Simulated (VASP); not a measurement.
Cost and result of VASP (PAW) for the band gap of CsBr (CsCl type). Gaps are without spin-orbit coupling. Each level names its cell: its own relaxed one, PBE's, or the starting one. A gap is the smallest over the k-mesh and a band path; hybrids may have named points in place of the path, and GW has the mesh alone. The cost counts the self-consistent run with its band path or extra points (for GW, with the PBE run and the diagonalisation ahead of it), each on the mesh and cut-off of its row, so the ratios hold those differences too. With PBE it took about 50 core-seconds. The timings are rough (shared machines, no repeats); factors under 2 mean little.

Unless said otherwise, spin-orbit coupling is left out, though it shifts the bands of the heavy elements here. The mesh is coarse and the basis finite, so the quasiparticle values are not converged.

Measured: 7.30 eV (as given by Aguado et al., (1998), arXiv:cond-mat/9809176).

```csv
level,k-mesh,cut-off (eV),band gap (eV),error (eV),cost over PBE
PBE-D4 (own cell),7×7×7,520,4.40,-2.90,within a factor of 2
PBEsol (own cell),7×7×7,520,[?],[?],within a factor of 2
PBE (own cell),7×7×7,520,4.24,-3.06,reference
r2SCAN (own cell),7×7×7,520,5.16,-2.14,about 2 times
SCAN (own cell),7×7×7,520,5.18,-2.12,about 3 times
r2SCAN+rVV10 (own cell),7×7×7,520,5.25,-2.05,about 3 times
Hartree-Fock (PBE cell),4×4×4,520,12.01,+4.71,about 4 times
G0W0@PBE (starting cell),4×4×4,500,6.73,-0.57,about 20 times
evGW0@PBE (starting cell),4×4×4,500,[?],[?],[?]
```

**Question.** Complete the blanks.

**Answer.** 
- evGW0@PBE (starting cell), band gap (eV): 7.14
- evGW0@PBE (starting cell), error (eV): -0.16
- evGW0@PBE (starting cell), cost over PBE: about 60 times
- PBEsol (own cell), band gap (eV): 4.42
- PBEsol (own cell), error (eV): -2.88

Left out are levels that failed, ran on another kind of processor or have no fit band path; at most nine are shown.

The compound is CsBr in the CsCl type structure.
